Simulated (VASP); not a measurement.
Method: PBE GGA, VASP's PBE PAW potentials (set 64) (plane waves; VASP).

Gaps are without spin-orbit coupling.

**Question.** Order these relaxed crystals by band gap, smallest first: Mg2Si, Fm-3m (225); HfO2, Fm-3m (225); BaTe, Fm-3m (225); MoTe2, P6_3/mmc (194).

**Answer.** Mg2Si, Fm-3m (225) (0.21 eV), MoTe2, P6_3/mmc (194) (0.89 eV), BaTe, Fm-3m (225) (1.60 eV), HfO2, Fm-3m (225) (3.80 eV)
